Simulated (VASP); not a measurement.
Input:

```xyz
1
Lattice="0.0000 2.9856 2.9856 2.9856 0.0000 2.9856 2.9856 2.9856 0.0000" Properties=species:S:1:pos:R:3 pbc="T T T"
Sr     0.0000     0.0000     0.0000
```

All values below come from AM05 GGA, VASP's PBE PAW potentials (set 64) (plane waves; VASP). Settings: 520 eV cut-off, Gaussian smearing of 0.050 eV, potentials Sr_sv.

Q: Estimate the band gap (along the path) with the smallest direct gap where there is one.

A: 
```yaml
band gap (along the path): none (metal, semimetal or under 0.01 eV)
```

Total energies compare only between runs with the same potentials, cut-off and functional.

The compound is Sr in the fcc structure. It was relaxed first, which changed the volume by -5 %.
